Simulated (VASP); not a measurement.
Write the native input for VASP 6.6.1 that does the following.

```yaml
Task: single point
Functional: PBE
Potentials_or_basis: VASP PAW PBE potentials, release 64 (Li_sv, B)
Cutoff: 520 eV
k_mesh: 4 × 4 × 4
Occupations: gaussian, width 0.1 eV
Spin: no spin polarisation
Dipole_correction: no
Further_INCAR_settings: ALGO = Normal; EDIFF = 1e-06; NBANDS = 22
```

The structure of Li3B lies in POSCAR:

```
Li3B
1.0
    5.1787902100      0.0000000000      0.0000000000
    0.0000000000      5.1787902100      0.0000000000
    0.0000000000      0.0000000000      3.8425643200
Li B
6 2
Direct
    0.2500000000      0.7500000000      0.0000000000
    0.7500000000      0.7500000000      0.0000000000
    0.7500000000      0.2500000000      0.0000000000
    0.2500000000      0.2500000000      0.0000000000
    0.5000000000      0.0000000000      0.4939999900
    0.0000000000      0.5000000000      0.5060000100
    0.5000000000      0.0000000000      0.9336000100
    0.0000000000      0.5000000000      0.0663999900
```

The cell was built by a generator and needn't be a form met in nature.

The cell isn't the ideal one: species swapped into the WO3 type (P4/nmm, No. 129).

The input as run:

INCAR

```
SYSTEM = Li3B
  PREC = Accurate
  ENCUT = 520
  EDIFF = 1E-6
  ISMEAR = 0
  SIGMA = 0.1
  LREAL = .FALSE.
  LASPH = .TRUE.
  NELM = 100
  ALGO = Normal
  ISIF = 2
  LWAVE = .FALSE.
  LCHARG = .FALSE.
  GGA = PE
  NBANDS = 22
```

KPOINTS

```
Automatic mesh
0
G
  4 4 4
  0 0 0
```

Potentials or basis: VASP PAW PBE potentials, release 64 (Li_sv, B).

The run is started by

```sh
$ cat potpaw_PBE.64/Li_sv/POTCAR potpaw_PBE.64/B/POTCAR > POTCAR
$ mpirun -np 1 vasp_std > vasp.out
```

Results of the run:

| Item | Value |
| --- | --- |
| Largest force | 3.400 eV/Å |
| Band gap on the k mesh | none (metal or under the smearing width) |

Caveat: the k mesh is coarse (spacing up to 0.41 Å⁻¹), so the values aren't converged; forces of over 1 eV/Å show positions far from the minimum, so gaps and moduli don't describe the material at rest.

Wall time 24 s on 1 thread of AMD EPYC 9R45 96-Core Processor (Zen 5), with other jobs on the host, peak memory 0.17 GiB.
